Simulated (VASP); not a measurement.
Input:

```
CELL_PARAMETERS angstrom
      2.88000     0.00000     0.00000
      0.00000     2.88000     0.00000
      0.00000     0.00000     2.88000
ATOMIC_POSITIONS crystal
  Ga 0.50000 0.50000 0.50000
  Co 0.00000 0.00000 0.00000
```

The numbers are results of r2SCAN meta-GGA, VASP's PBE PAW potentials (set 64) (plane waves; VASP 6.6.1), not measurements. Settings: 520 eV cut-off, 11×11×11 Γ-centred mesh, first-order Methfessel-Paxton smearing of 0.10 eV, potentials Ga_d Co.

Energy and stress use the plane-wave basis of the starting cell.

The ions, cell shape and volume are relaxed. Predict the relaxed structure.

```
CELL_PARAMETERS angstrom
      2.84461     0.00000     0.00000
      0.00000     2.84461     0.00000
      0.00000     0.00000     2.84461
ATOMIC_POSITIONS crystal
  Ga 0.50000 0.50000 0.50000
  Co 0.00000 0.00000 0.00000
```
Space group Pm-3m (221), at a tolerance of 0.03 Å.

How do energy and volume change from the first to the last step?

The energy (σ→0) changes by -9.7 meV/atom and the volume by -3.6 %, in 3 ionic steps.

The compound is CoGa in the CsCl type structure. This run relaxes it. Symmetry was kept, so distortions that lower it aren't found. The run is not spin-polarised, so no magnetic state was tried.
